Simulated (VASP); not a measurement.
Computed with r2SCAN meta-GGA, VASP's PBE PAW potentials (set 64) (plane waves; VASP).

VASP input:

**INCAR**
```
ALGO=Normal
EDIFF=1E-7
ENCUT=480
ISIF=2
ISMEAR=1
LASPH=.True.
LCHARG=.False.
LMAXMIX=6
LMIXTAU=.True.
LREAL=.False.
LWAVE=.False.
METAGGA=R2SCAN
NELM=100
PREC=Accurate
SIGMA=0.1
SYSTEM=Re
```

File POSCAR:
```
Re
1
    1.3784512860    -2.3875475491    -0.0000000000
    1.3784512860     2.3875475491     0.0000000000
   -0.0000000000     0.0000000000     4.4665168115
Re
2
Direct
  0.3333330000   0.6666670000   0.2500000000
  0.6666670000   0.3333330000   0.7500000000
```

File KPOINTS:
```
K-points
0
Gamma
  14 14 8
```

POTCAR, in this order: Re (PBE.64 set). Program: vasp_std.

What VASP printed:

File OSZICAR:
```
       N       E                     dE             d eps       ncg     rms          rms(c)
DAV:   1    -0.518535861130E+02   -0.51854E+02   -0.70076E+03  4771   0.158E+03
DAV:   2    -0.992524776154E+02   -0.47399E+02   -0.40250E+02  4127   0.322E+02
DAV:   3    -0.105743972275E+03   -0.64915E+01   -0.52831E+01  4503   0.252E+02
DAV:   4    -0.106106546952E+03   -0.36257E+00   -0.32344E+00  4844   0.275E+01
DAV:   5    -0.106121371641E+03   -0.14825E-01   -0.14154E-01  4619   0.347E+00    0.358E+01
DAV:   6    -0.105220268515E+03    0.90110E+00   -0.33999E-01  4930   0.114E+01    0.194E+01
DAV:   7    -0.103892543286E+03    0.13277E+01   -0.30388E+00  4748   0.533E+01    0.937E+00
DAV:   8    -0.104908644124E+03   -0.10161E+01   -0.11661E+00  4826   0.281E+01    0.143E+00
DAV:   9    -0.104908476097E+03    0.16803E-03   -0.10788E-02  4584   0.213E+00    0.724E-01
DAV:  10    -0.104888245923E+03    0.20230E-01   -0.11771E-02  5108   0.218E+00    0.117E+00
DAV:  11    -0.104903609209E+03   -0.15363E-01   -0.29089E-03  4784   0.180E+00    0.394E-02
DAV:  12    -0.104903587558E+03    0.21651E-04   -0.68638E-05  4966   0.226E-01    0.894E-02
DAV:  13    -0.104903678402E+03   -0.90844E-04   -0.18029E-05  4159   0.583E-02    0.523E-02
DAV:  14    -0.104903614808E+03    0.63594E-04   -0.25235E-05  4736   0.121E-01    0.946E-03
DAV:  15    -0.104903647473E+03   -0.32665E-04   -0.23137E-06  4258   0.209E-02    0.597E-03
DAV:  16    -0.104903633336E+03    0.14137E-04   -0.66152E-07  3056   0.340E-02    0.311E-03
DAV:  17    -0.104903638720E+03   -0.53845E-05   -0.78411E-07  2995   0.150E-02    0.526E-03
DAV:  18    -0.104903633657E+03    0.50631E-05   -0.46332E-08  1979   0.593E-03    0.821E-04
DAV:  19    -0.104903635012E+03   -0.13551E-05   -0.29922E-08  1923   0.725E-03    0.161E-03
DAV:  20    -0.104903634462E+03    0.55003E-06   -0.28715E-08  1893   0.698E-03    0.820E-04
DAV:  21    -0.104903634469E+03   -0.69562E-08   -0.21329E-08  1863   0.543E-03
   1 F= -.10490363E+03 E0= -.10490387E+03  d E =0.720902E-03
```

### OUTCAR
```
------------------------ aborting loop because EDIFF is reached ----------------------------------------
  FORCE on cell =-STRESS in cart. coord.  units (eV):
  Direction    XX          YY          ZZ          XY          YZ          ZX
  --------------------------------------------------------------------------------------
  Total        0.0035726      0.0035726      0.0069034     -0.0000000      0.0000000      0.0000000
  in kB        0.1946917      0.1946917      0.3762087     -0.0000000      0.0000000      0.0000000
  external PRESSURE =       0.2551974 kB  Pullay stress =       0.0000000 kB
  volume of cell :       29.40
      direct lattice vectors                 reciprocal lattice vectors
     1.378451286 -2.387547549  0.000000000     0.362725912 -0.209419913  0.000000000
     1.378451286  2.387547549  0.000000000     0.362725912  0.209419913  0.000000000
     0.000000000  0.000000000  4.466516812     0.000000000  0.000000000  0.223888108
 POSITION                                       TOTAL-FORCE (eV/Angst)
 -----------------------------------------------------------------------------------
      1.37845      0.79585      1.11663         0.000000     -0.000000      0.000000
      1.37845     -0.79585      3.34989        -0.000000      0.000000      0.000000
 -----------------------------------------------------------------------------------
    total drift:                                0.000000      0.000010     -0.000017
  FREE ENERGIE OF THE ION-ELECTRON SYSTEM (eV)
  ---------------------------------------------------
  free  energy   TOTEN  =      -104.9036344691 eV

  energy  without entropy=     -104.9043553713  energy(sigma->0) =     -104.90387477
```
(Selected blocks of OUTCAR.)

**OUTCAR**
```
 val. band max:        7.6429263328   @ k =   0.1429   0.0714   0.0000

 cond. band min:       7.6653531859   @ k =   0.2857   0.2857   0.5000


 Fermi energy:         7.6628542061

 k-point     1 :       0.0000    0.0000    0.0000
  band No.  band energies     occupation
      1      -2.6546      2.00000
      2       0.7533      2.00000
      3       6.0070      2.00000
      4       6.0770      2.00000
      5       6.0770      2.00000
      6       6.9326      2.00000
      7       6.9326      2.00000
      8       7.9436     -0.00053
      9       7.9436     -0.00053
     10       8.2068     -0.00000
     11      11.2195      0.00000

 k-point     2 :       0.0714    0.0000    0.0000
  band No.  band energies     occupation
      1      -2.4353      2.00000
      2       0.9587      2.00000
      3       5.5431      2.00000
      4       6.2770      2.00000
      5       6.4637      2.00000
      6       6.7800      2.00000
      7       7.1214      2.00000
      8       7.3527      2.00010
      9       7.7771     -0.06857
     10       7.8986     -0.00428
     11      11.3291      0.00000

 k-point     3 :       0.1429   -0.0000    0.0000
  band No.  band energies     occupation
      1      -1.8087      2.00000
      2       1.5050      2.00000
      3       4.9585      2.00000
      4       6.0177      2.00000
      5       6.3281      2.00000
      6       6.8651      2.00000
      7       7.0407      2.00000
      8       7.3691      2.00026
      9       7.5923      1.92346
     10       7.6738      0.81587
     11      11.5754      0.00000

 k-point     4 :       0.2143    0.0000    0.0000
  band No.  band energies     occupation
      1      -0.8780      2.00000
      2       2.0978      2.00000
      3       4.5434      2.00000
      4       4.7359      2.00000
      5       5.9183      2.00000
      6       6.8769      2.00000
      7       7.2030      2.00000
      8       7.8029     -0.06349
      9       7.8032     -0.06326
...
```

Unless said otherwise, spin-orbit coupling is left out, though it shifts the bands of the heavy elements here.

The compound is Re in the hcp structure. It was relaxed first.
